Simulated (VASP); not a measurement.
The system is NbAs.

```
Nb As
1.0
    -1.72585    1.72585    5.84000
     1.72585   -1.72585    5.84000
     1.72585    1.72585   -5.84000
Nb As
2 2
Direct
  0.00000 0.00000 0.00000
  0.75000 0.25000 0.50000
  0.41600 0.41600 0.00000
  0.16600 0.66600 0.50000
```

| Property | Result |
| --- | --- |
| Program | VASP 6.6.1 |
| Task | relaxation of cell and atoms |
| Functional | PBE |
| Dispersion | D3(BJ) |
| Potentials or basis | VASP PAW PBE potentials, release 64 (Nb_sv, As) |
| Cutoff | 520 eV |
| k mesh | 18 × 18 × 18 |
| Occupations | gaussian, width 0.1 eV |
| Spin | no spin polarisation |

At the start: pressure -2.7 GPa; volume 17.39 Å³/atom.

Problem. How do energy, volume and symmetry change on relaxing?

Solution. Over 7 steps the energy falls by 4.8 meV/atom and the volume is 17.10 Å³/atom (-1.7 %); space group I4_1md (No. 109, to 0.05 Å).

The path:
| step | energy change (eV) | largest force (eV/Å) | pressure (GPa) | volume (Å³) |
| --- | --- | --- | --- | --- |
| 1 | 0.0000 | 0.2966 | -2.73 | 69.58 |
| 2 | 0.0121 | 0.0322 | 5.15 | 66.64 |
| 3 | -0.0150 | 0.1649 | 0.46 | 68.30 |
| 4 | -0.0183 | 0.0107 | -0.09 | 68.47 |
| 5 | -0.0183 | 0.0166 | -0.11 | 68.48 |
| 6 | -0.0191 | 0.0031 | -0.04 | 68.41 |
| 7 | -0.0192 | 0.0009 | -0.01 | 68.39 |

Final structure:
```yaml
crystal:
  lattice:
    - [-1.72022, 1.72022, 5.77805]
    - [1.72022, -1.72022, 5.77805]
    - [1.72022, 1.72022, -5.77805]
  atoms:
    - { symbol: Nb, position: [0.99862, 0.99862, 0.00000] }
    - { symbol: Nb, position: [0.74862, 0.24862, 0.50000] }
    - { symbol: As, position: [0.41738, 0.41738, 0.00000] }
    - { symbol: As, position: [0.16738, 0.66738, 0.50000] }
```

Caveat: pairwise dispersion overbinds metals, which lowers pressure and volume.
